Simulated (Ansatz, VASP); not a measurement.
# Cross-check of ZrB2 between VASP and Ansatz

One calculation is typed for both programs; each brings its own data sets. How far apart do they land? The cell is taken from a series of runs on this material, whose earlier steps may have relaxed, scaled, displaced or heated it; both programs get it as it stands.

Program: Ansatz 0.2.0. Level of theory: plane waves, with VASP 6.6.1 beside it; zone-centre phonons at PBEsol. Results are calculated unless marked as measured.

## 1. The structure

Symmetry: P6/mmm, No. 191, hexagonal system. Conventional cell: a = 3.186 Å, b = 3.186 Å, c = 3.488 Å, α = 90.00°, β = 90.00°, γ = 120.00°. Nearest to B lie 3 B at 1.84 Å and 6 Zr at 2.53 Å. Nearest to Zr lie 12 B at 2.53 Å. Farther neighbours are not listed.

## 2. VASP: zone-centre phonons, PBEsol

Second derivatives magnify differences that forces hide, and they need a tight electronic threshold.

Lines of VASP's logs that name or quote its potential files are left out, and so is its time.

INCAR

```
SYSTEM = ZrB2
PREC = Accurate
ENCUT = 500
EDIFF = 1E-08
NELM = 120
ISMEAR = 1
SIGMA = 0.2
LREAL = .FALSE.
ALGO = Normal
GGA = PS
NBANDS = 15
LASPH = .TRUE.
LORBIT = 11
LWAVE = .FALSE.
LCHARG = .FALSE.
ISIF = 2
IBRION = 8
GGA_COMPAT = .FALSE.
KPAR = 2
```

POSCAR

```
ZrB2
1.0
    3.1862864592      0.0000000000      0.0000000000
   -1.5931432296      2.7594050174      0.0000000000
    0.0000000000      0.0000000000      3.4879161916
B Zr
2 1
Direct
    0.3333333333      0.6666666667      0.5000000000
    0.6666666667      0.3333333333      0.5000000000
    0.0000000000      0.0000000000      0.0000000000
```

KPOINTS

```
Automatic mesh
0
Gamma
15 15 12
0 0 0
```

Potentials, in the order of the species: B and Zr_sv (PBE family, release 64).

On the command line:

```
$ mpirun -np 2 vasp_std
```

Numbers of over 12 decimals in the logs are rounded to 6 here.

The program printed:

```text
[banner, memory and clock lines left out]
running    2 mpi-ranks, on    1 nodes
 distrk:  each k-point on    1 cores,    2 groups
 distr:  one band on    1 cores,    1 groups

 POSCAR found type information on POSCAR B Zr
 POSCAR found :  2 types and       3 ions
|                                                                             |
|               ----> ADVICE to this user running VASP <----                  |
|                                                                             |
|     You enforced a specific xc type in the INCAR file but a different       |
|     [... a line on the potential file left out ...]
|     I HOPE YOU KNOW WHAT YOU ARE DOING!                                     |
|                                                                             |

 LDA part: xc-table for (Slater+PW92), standard interpolation
 POSCAR, INCAR and KPOINTS ok, starting setup
 FFT: planning ... GRIDC
 FFT: planning ... GRID_SOFT
 FFT: planning ... GRID
 WAVECAR not read
 entering main loop
       N       E                     dE             d eps       ncg     rms          rms(c)
DAV:   1     0.995375655861E+02    0.99538E+02   -0.95083E+03  5670   0.116E+03
DAV:   2    -0.246447658107E+02   -0.12418E+03   -0.11953E+03  7238   0.299E+02
DAV:   3    -0.288225859597E+02   -0.41778E+01   -0.41611E+01  9143   0.474E+01
DAV:   4    -0.288784666187E+02   -0.55881E-01   -0.55874E-01  6552   0.519E+00
DAV:   5    -0.288797882837E+02   -0.13217E-02   -0.13216E-02  8808   0.521E-01    0.226E+01
DAV:   6    -0.264460056181E+02    0.24338E+01   -0.56594E+00  7052   0.166E+01    0.932E+00
DAV:   7    -0.263967197273E+02    0.49286E-01   -0.69029E-01  8422   0.528E+00    0.323E+00
DAV:   8    -0.263963616589E+02    0.35807E-03   -0.94833E-02  6830   0.264E+00    0.530E-01
DAV:   9    -0.263926997475E+02    0.36619E-02   -0.18598E-02  7090   0.106E+00    0.176E-01
DAV:  10    -0.263924945887E+02    0.20516E-03   -0.11187E-03  6660   0.318E-01    0.392E-02
DAV:  11    -0.263924989045E+02   -0.43157E-05   -0.52748E-05  8097   0.678E-02    0.121E-02
DAV:  12    -0.263924974086E+02    0.14959E-05   -0.27648E-06  7452   0.120E-02    0.474E-03
DAV:  13    -0.263924972626E+02    0.14592E-06   -0.46853E-07  8125   0.552E-03    0.186E-03
DAV:  14    -0.263924971977E+02    0.64895E-07   -0.36085E-08  6258   0.190E-03    0.362E-04
DAV:  15    -0.263924971755E+02    0.22215E-07   -0.24577E-09  3276   0.442E-04    0.137E-04
DAV:  16    -0.263924971684E+02    0.71793E-08   -0.85162E-10  3136   0.249E-04
   1 F= -.26392497E+02 E0= -.26392655E+02  d E =0.472017E-03
 Linear response reoptimize wavefunctions to high precision
DAV:   1    -0.263924971677E+02    0.68530E-09   -0.24387E-10  3976   0.111E-04
DAV:   2    -0.263924971677E+02   -0.21146E-10   -0.90522E-11  3073   0.530E-05
 Linear response DOF=           4
 Linear response progress:
  Degree of freedom:   1/  4
       N       E                     dE             d eps       ncg     rms          rms(c)
RMM:   1    -0.471694823824E-01   -0.47169E-01   -0.22116E-02 57774   0.103E+00
RMM:   2    -0.422872927280E-01    0.48822E-02   -0.23007E-03 47242   0.249E-01    0.137E-01
RMM:   3    -0.422535609201E-01    0.33732E-04   -0.64811E-04 45077   0.123E-01    0.685E-02
RMM:   4    -0.426946654816E-01   -0.44110E-03   -0.39731E-04 44386   0.957E-02    0.831E-03
RMM:   5    -0.426978772409E-01   -0.32118E-05   -0.51446E-05 52524   0.275E-02    0.226E-03
RMM:   6    -0.426986123337E-01   -0.73509E-06   -0.99760E-06 56007   0.979E-03    0.116E-03
RMM:   7    -0.426952605684E-01    0.33518E-05   -0.17279E-06 56090   0.453E-03    0.280E-04
RMM:   8    -0.426969577106E-01   -0.16971E-05   -0.17049E-07 58347   0.206E-03    0.143E-04
RMM:   9    -0.426964733093E-01    0.48440E-06    0.36975E-07 58883   0.954E-04    0.335E-05
RMM:  10    -0.426966770724E-01   -0.20376E-06    0.68486E-08 58610   0.465E-04    0.228E-05
RMM:  11    -0.426965496702E-01    0.12740E-06    0.91519E-08 58787   0.232E-04    0.721E-06
RMM:  12    -0.426965500800E-01   -0.40982E-09    0.40753E-09 59628   0.118E-04    0.540E-06
 first order change of Fermi-energy   0.20486E-04
 force on displaced ion       1 direction 1 : -14.641  -0.001   0.000
 Linear response progress:
  Degree of freedom:   2/  4
       N       E                     dE             d eps       ncg     rms          rms(c)
RMM:   1    -0.465220279318E-01   -0.46522E-01   -0.24349E-03 20188   0.108E+00
RMM:   2    -0.439717718727E-01    0.25503E-02   -0.18717E-03 16300   0.241E-01    0.112E-01
RMM:   3    -0.439569799800E-01    0.14792E-04   -0.81621E-04 15930   0.136E-01    0.524E-02
RMM:   4    -0.443259101715E-01   -0.36893E-03   -0.31773E-04 16801   0.863E-02    0.114E-02
RMM:   5    -0.443882586284E-01   -0.62348E-04   -0.53458E-05 18373   0.325E-02    0.370E-03
RMM:   6    -0.443972619120E-01   -0.90033E-05   -0.11815E-05 19358   0.127E-02    0.742E-04
RMM:   7    -0.443908112500E-01    0.64507E-05    0.22682E-06 19769   0.539E-03    0.239E-04
RMM:   8    -0.443914659537E-01   -0.65470E-06    0.13851E-06 19629   0.259E-03    0.128E-04
RMM:   9    -0.443906584711E-01    0.80748E-06    0.11666E-06 19627   0.132E-03    0.899E-05
RMM:  10    -0.443911276530E-01   -0.46918E-06    0.97695E-07 19911   0.706E-04    0.128E-05
RMM:  11    -0.443911443204E-01   -0.16667E-07    0.94181E-07 21129   0.347E-04    0.124E-05
RMM:  12    -0.443911417115E-01    0.26090E-08    0.68213E-07 20736   0.172E-04    0.775E-06
RMM:  13    -0.443911368022E-01    0.49093E-08    0.58823E-07 20106   0.925E-05    0.465E-06
RMM:  14    -0.443911530286E-01   -0.16226E-07    0.41019E-07 20636   0.483E-05    0.162E-06
RMM:  15    -0.443911564076E-01   -0.33789E-08    0.34421E-07 20009   0.258E-05    0.169E-06
RMM:  16    -0.443911544169E-01    0.19907E-08    0.23693E-07 19243   0.142E-05    0.104E-06
RMM:  17    -0.443911548477E-01   -0.43085E-09    0.19080E-07 18757   0.876E-06    0.260E-07
RMM:  18    -0.443911553337E-01   -0.48602E-09    0.13267E-07 15738   0.506E-06    0.136E-07
RMM:  19    -0.443911555202E-01   -0.18648E-09    0.10589E-07 14877   0.352E-06    0.197E-07
RMM:  20    -0.443911559916E-01   -0.47139E-09    0.73977E-08 12028   0.258E-06    0.148E-07
 first order change of Fermi-energy  -0.95600E-04
 force on displaced ion       1 direction 3 :   0.000  -0.000  -9.938
 Linear response progress:
  Degree of freedom:   3/  4
       N       E                     dE             d eps       ncg     rms          rms(c)
RMM:   1    -0.688076081328E+00   -0.68808E+00    0.29741E+00 15451   0.150E+01
RMM:   2    -0.632402470396E+00    0.55674E-01   -0.18843E-01 21333   0.283E+00    0.174E-01
RMM:   3    -0.633666371676E+00   -0.12639E-02   -0.32221E-02 25612   0.869E-01    0.557E-02
RMM:   4    -0.635217619111E+00   -0.15512E-02   -0.55802E-03 31663   0.305E-01    0.312E-02
RMM:   5    -0.635711303831E+00   -0.49368E-03   -0.10055E-03 31728   0.118E-01    0.185E-02
RMM:   6    -0.635690586707E+00    0.20717E-04   -0.14515E-04 31693   0.524E-02    0.317E-03
RMM:   7    -0.635666749479E+00    0.23837E-04   -0.43177E-05 32945   0.251E-02    0.392E-03
RMM:   8    -0.635657811240E+00    0.89382E-05   -0.19703E-05 32852   0.140E-02    0.878E-04
RMM:   9    -0.635664039614E+00   -0.62284E-05   -0.12755E-05 33638   0.840E-03    0.163E-04
RMM:  10    -0.635664705077E+00   -0.66546E-06   -0.85363E-06 34147   0.542E-03    0.175E-04
RMM:  11    -0.635665159476E+00   -0.45440E-06   -0.62553E-06 35079   0.384E-03    0.214E-04
RMM:  12    -0.635662404849E+00    0.27546E-05   -0.48276E-06 33683   0.296E-03    0.198E-04
RMM:  13    -0.635661262630E+00    0.11422E-05   -0.36599E-06 33902   0.234E-03    0.308E-04
RMM:  14    -0.635663929726E+00   -0.26671E-05   -0.30767E-06 30960   0.195E-03    0.190E-04
[...]
RMM:  28    -0.635677035509E+00   -0.14384E-06   -0.32330E-07 32658   0.293E-04    0.609E-06
RMM:  29    -0.635677169185E+00   -0.13368E-06   -0.28509E-07 31800   0.266E-04    0.667E-06
RMM:  30    -0.635676996300E+00    0.17289E-06   -0.25602E-07 27837   0.245E-04    0.163E-05
RMM:  31    -0.635676867018E+00    0.12928E-06   -0.22499E-07 30264   0.223E-04    0.242E-05
RMM:  32    -0.635676813164E+00    0.53854E-07   -0.20248E-07 30805   0.202E-04    0.294E-05
RMM:  33    -0.635676833527E+00   -0.20363E-07   -0.17943E-07 22076   0.184E-04    0.320E-05
RMM:  34    -0.635676864374E+00   -0.30848E-07   -0.16175E-07 23354   0.169E-04    0.340E-05
RMM:  35    -0.635676950885E+00   -0.86510E-07   -0.14478E-07 31630   0.158E-04    0.340E-05
 first order change of Fermi-energy   0.10236E-03
 force on displaced ion       3 direction 1 : -13.476  -0.000   0.000
 Linear response progress:
  Degree of freedom:   4/  4
       N       E                     dE             d eps       ncg     rms          rms(c)
RMM:   1    -0.755149552061E+00   -0.75515E+00    0.27045E+00  6580   0.148E+01
RMM:   2    -0.699143587405E+00    0.56006E-01   -0.16601E-01  8825   0.270E+00    0.197E-01
RMM:   3    -0.702139178704E+00   -0.29956E-02   -0.35851E-02 10407   0.813E-01    0.631E-02
RMM:   4    -0.704456816234E+00   -0.23176E-02   -0.67284E-03 12031   0.283E-01    0.377E-02
RMM:   5    -0.704759320333E+00   -0.30250E-03   -0.11121E-03 12657   0.105E-01    0.251E-02
RMM:   6    -0.704601398233E+00    0.15792E-03   -0.12931E-04 12574   0.499E-02    0.635E-03
RMM:   7    -0.704657375646E+00   -0.55977E-04   -0.62457E-05 12961   0.218E-02    0.318E-03
RMM:   8    -0.704652661655E+00    0.47140E-05   -0.46012E-05 13514   0.113E-02    0.100E-03
RMM:   9    -0.704656276233E+00   -0.36146E-05   -0.33482E-05 13644   0.664E-03    0.706E-04
RMM:  10    -0.704658161641E+00   -0.18854E-05   -0.29161E-05 13446   0.463E-03    0.110E-04
RMM:  11    -0.704658881610E+00   -0.71997E-06   -0.27464E-05 13677   0.318E-03    0.361E-05
RMM:  12    -0.704659459226E+00   -0.57762E-06   -0.26516E-05 14126   0.237E-03    0.546E-05
RMM:  13    -0.704658259115E+00    0.12001E-05   -0.24168E-05 13099   0.185E-03    0.132E-04
RMM:  14    -0.704660694078E+00   -0.24350E-05   -0.22850E-05 12757   0.150E-03    0.442E-05
[...]
RMM:  26    -0.704665190667E+00   -0.21343E-06   -0.10786E-05 13144   0.168E-04    0.520E-06
RMM:  27    -0.704665323282E+00   -0.13262E-06   -0.10158E-05 13060   0.141E-04    0.305E-06
RMM:  28    -0.704665390183E+00   -0.66901E-07   -0.95706E-06 13381   0.119E-04    0.250E-06
RMM:  29    -0.704665399930E+00   -0.97467E-08   -0.90083E-06 10463   0.100E-04    0.343E-06
RMM:  30    -0.704665378702E+00    0.21228E-07   -0.84927E-06  9354   0.867E-05    0.537E-06
RMM:  31    -0.704665389767E+00   -0.11065E-07   -0.79919E-06  8096   0.748E-05    0.601E-06
RMM:  32    -0.704665404245E+00   -0.14478E-07   -0.75308E-06  9397   0.653E-05    0.653E-06
RMM:  33    -0.704665451764E+00   -0.47519E-07   -0.70891E-06 12561   0.583E-05    0.579E-06
 first order change of Fermi-energy   0.32429E-03
 force on displaced ion       3 direction 3 :  -0.000  -0.000 -14.616
 Linear response finished
```

OUTCAR, selected parts (step 2):

```text
ion  position               nearest neighbor table
   1  0.333  0.667  0.500-   2 1.84   2 1.84   2 1.84   3 2.53   3 2.53   3 2.53   3 2.53   3 2.53
                             3 2.53
   2  0.667  0.333  0.500-   1 1.84   1 1.84   1 1.84   3 2.53   3 2.53   3 2.53   3 2.53   3 2.53
                             3 2.53
   3  0.000  0.000  0.000-   1 2.53   2 2.53   1 2.53   2 2.53   1 2.53   1 2.53   2 2.53   2 2.53
                             2 2.53   2 2.53   1 2.53   1 2.53

  LATTYP: Found a hexagonal cell.
 ALAT       =     3.1862864592
 C/A-ratio  =     1.0946649764

 Subroutine GETGRP returns: Found 24 space group operations
 (whereof 24 operations were pure point group operations)

The static configuration has the point symmetry D_6h.

 Found    189 irreducible k-points:

   k-points           NKPTS =    189   k-points in BZ     NKDIM =    189   number of bands    NBANDS=     15

   dimension x,y,z NGX =    24 NGY =   24 NGZ =   28
   dimension x,y,z NGXF=    48 NGYF=   48 NGZF=   56

   ENCUT  =  500.0 eV  36.75 Ry    6.06 a.u.   5.81  5.81  6.36*2*pi/ulx,y,z

   NELECT =      18.0000    total number of electrons

 k-points in reciprocal lattice and weights: Automatic mesh
   0.00000000  0.00000000  0.00000000       0.000
   0.06666667  0.00000000  0.00000000       0.002
   0.13333333  0.00000000  0.00000000       0.002
   0.20000000  0.00000000  0.00000000       0.002
   0.26666667  0.00000000  0.00000000       0.002
   0.33333333  0.00000000  0.00000000       0.002
   0.40000000  0.00000000  0.00000000       0.002
   0.46666667  0.00000000  0.00000000       0.002
   0.06666667  0.06666667  0.00000000       0.002
[...]
0.33333333  0.26666667  0.50000000       0.004
   0.33333333  0.33333333  0.50000000       0.001

 average (electrostatic) potential at core
       1 -22.1367       2 -22.1367       3 -72.5236

  Total       -0.9957955     -0.9957955      0.0528869      0.0000000      0.0000000      0.0000000
  in kB      -52.0252791    -52.0252791      2.7630716      0.0000000      0.0000000      0.0000000
  external PRESSURE =     -33.7624956 kB  Pullay stress =       0.0000000 kB

  energy-cutoff  :      500.00
  volume of cell :       30.67
      direct lattice vectors                 reciprocal lattice vectors
     3.186286459  0.000000000  0.000000000     0.313844977  0.181198482  0.000000000
    -1.593143230  2.759405017  0.000000000     0.000000000  0.362396964  0.000000000
     0.000000000  0.000000000  3.487916192     0.000000000  0.000000000  0.286704137

 POSITION                                       TOTAL-FORCE (eV/Angst)
 -----------------------------------------------------------------------------------
     -0.00000      1.83960      1.74396        -0.000000      0.000000      0.000000
      1.59314      0.91980      1.74396         0.000000     -0.000000      0.000000
      0.00000      0.00000      0.00000        -0.000000      0.000000      0.000000
 -----------------------------------------------------------------------------------
    total drift:                               -0.000000      0.000000     -0.000000

 Eigenvectors and eigenvalues of the dynamical matrix
 ----------------------------------------------------

   1 f  =   22.577987 THz   141.861675 2PiTHz  753.120574 cm-1    93.375009 meV
             X         Y         Z           dx          dy          dz
     -0.000000  1.839603  1.743958     0.707107   -0.000000    0.000000
      1.593143  0.919802  1.743958    -0.707107    0.000000   -0.000000
      0.000000  0.000000  0.000000     0.000000    0.000000    0.000000

   2 f  =   22.577987 THz   141.861675 2PiTHz  753.120574 cm-1    93.375009 meV
             X         Y         Z           dx          dy          dz
     -0.000000  1.839603  1.743958    -0.000000    0.707107    0.000000
      1.593143  0.919802  1.743958    -0.000000   -0.707107   -0.000000
      0.000000  0.000000  0.000000     0.000000   -0.000000   -0.000000

   3 f  =   16.857372 THz   105.917994 2PiTHz  562.301414 cm-1    69.716459 meV
             X         Y         Z           dx          dy          dz
     -0.000000  1.839603  1.743958     0.000000    0.000000   -0.707107
      1.593143  0.919802  1.743958     0.000000   -0.000000    0.707107
      0.000000  0.000000  0.000000    -0.000000    0.000000    0.000000

   4 f  =   14.294155 THz    89.812827 2PiTHz  476.801702 cm-1    59.115850 meV
             X         Y         Z           dx          dy          dz
     -0.000000  1.839603  1.743958     0.000000   -0.000000   -0.635747
      1.593143  0.919802  1.743958     0.000000   -0.000000   -0.635747
      0.000000  0.000000  0.000000     0.000000    0.000000    0.437780

   5 f  =   13.722241 THz    86.219385 2PiTHz  457.724702 cm-1    56.750605 meV
             X         Y         Z           dx          dy          dz
     -0.000000  1.839603  1.743958    -0.635712   -0.000000   -0.000000
      1.593143  0.919802  1.743958    -0.635712   -0.000000    0.000000
      0.000000  0.000000  0.000000     0.437881    0.000000   -0.000000

   6 f  =   13.722241 THz    86.219385 2PiTHz  457.724702 cm-1    56.750605 meV
             X         Y         Z           dx          dy          dz
     -0.000000  1.839603  1.743958     0.000000   -0.635712    0.000000
      1.593143  0.919802  1.743958     0.000000   -0.635712    0.000000
      0.000000  0.000000  0.000000    -0.000000    0.437881   -0.000000

   7 f/i=    0.000817 THz     0.005131 2PiTHz    0.027240 cm-1     0.003377 meV
             X         Y         Z           dx          dy          dz
     -0.000000  1.839603  1.743958    -0.000000   -0.000000    0.309557
      1.593143  0.919802  1.743958    -0.000000   -0.000000    0.309557
      0.000000  0.000000  0.000000    -0.000000   -0.000000    0.899082

   8 f/i=    0.002320 THz     0.014577 2PiTHz    0.077385 cm-1     0.009594 meV
             X         Y         Z           dx          dy          dz
     -0.000000  1.839603  1.743958    -0.147621   -0.272172   -0.000000
      1.593143  0.919802  1.743958    -0.147621   -0.272172   -0.000000
      0.000000  0.000000  0.000000    -0.428631   -0.790276   -0.000000

   9 f/i=    0.002320 THz     0.014577 2PiTHz    0.077385 cm-1     0.009594 meV
             X         Y         Z           dx          dy          dz
     -0.000000  1.839603  1.743958     0.272172   -0.147621   -0.000000
      1.593143  0.919802  1.743958     0.272172   -0.147621   -0.000000
      0.000000  0.000000  0.000000     0.790276   -0.428631   -0.000000

 ELASTIC MODULI CONTR FROM IONIC RELAXATION (kBar)
 Direction    XX          YY          ZZ          XY          YZ          ZX
 --------------------------------------------------------------------------------
 XX         -22.5986     22.5986      0.0000     -0.0000      0.0000      0.0000
 YY          22.5986    -22.5986      0.0000      0.0000     -0.0000      0.0000
 ZZ           0.0000      0.0000      0.0000      0.0000      0.0000      0.0000
 XY          -0.0000      0.0000      0.0000    -22.5986      0.0000      0.0000
 YZ           0.0000     -0.0000      0.0000      0.0000     -0.0000      0.0000
 ZX           0.0000      0.0000      0.0000      0.0000      0.0000      0.0000
 --------------------------------------------------------------------------------
```

(Continued in part 2 of 2.)

[Lines on the potential files, build, host, timing and source positions are cut from VASP's logs without a mark.]

[Logs are printed without paths, hosts, clocks, repeated set-up lines and the standing remarks that a program may print on its own settings, such as how far it seeks lower states.]

[Hosts, paths, dates, database ids (printed as entryN), source tags and the programs' standing remarks are cut or masked in the printed files.]
